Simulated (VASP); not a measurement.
Input:

```xyz
3
Lattice="0.0000 2.5500 2.5500 2.5500 0.0000 2.5500 2.5500 2.5500 0.0000" Properties=species:S:1:pos:R:3 pbc="T T T"
Li     1.2750     1.2750     1.2750
Li     3.8251     3.8251     3.8251
S      0.0000     0.0000     0.0000
```

These are LDA (Ceperley-Alder, Perdew-Zunger), VASP's LDA PAW potentials (set 64) (plane waves; VASP) values and carry that method's errors. Run with 620 eV cut-off, 8×8×8 Γ-centred mesh, Gaussian smearing of 0.050 eV, potentials Li_sv S.

Task: Predict the energy per atom (σ→0), pressure, band gap (on the k-mesh) with the smallest direct gap where there is one.

Result: 
```yaml
band gap (on the k-mesh): 2.76 eV
smallest direct gap (on the k-mesh): 5.06 eV
energy per atom (σ→0): -402.1 kJ/mol of atoms
pressure: 20.08 GPa
```

The compound is Li2S in the antifluorite structure. It was relaxed first under an external pressure of 20 GPa.
